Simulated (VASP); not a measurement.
```
GeSi
1.0
    3.90313     0.00000     0.00000
   -1.95157     3.38021     0.00000
    0.00000     0.00000     6.44437
Si Ge
2 2
Direct
  0.66667   0.33333   0.87460
  0.33333   0.66667   0.37460
  0.66667   0.33333   0.50040
  0.33333   0.66667   0.00040
```

Calculation: r2SCAN meta-GGA, VASP's PBE PAW potentials (set 64) (plane waves; VASP). Numerical set-up: 400 eV cut-off, 7×7×4 Γ-centred mesh, tetrahedra with Blöchl corrections, potentials Si Ge_d.

The cores are frozen, which limits the accuracy of field gradients.

Problem. Give the principal components of the electric field gradient (V/Å²) and the asymmetry η at each nucleus.

Solution. 
```tsv
atom	Vxx	Vyy	Vzz	η
Si1	-2.0	-2.0	4.1	0.00
Si2	-2.0	-2.0	4.1	0.00
Ge3	-5.4	-5.4	10.8	0.00
Ge4	-5.4	-5.4	10.8	0.00
```

The structure comes from a computed database's SiGe entry (P6_3mc); how it stands against other phases isn't given here. It was relaxed first.
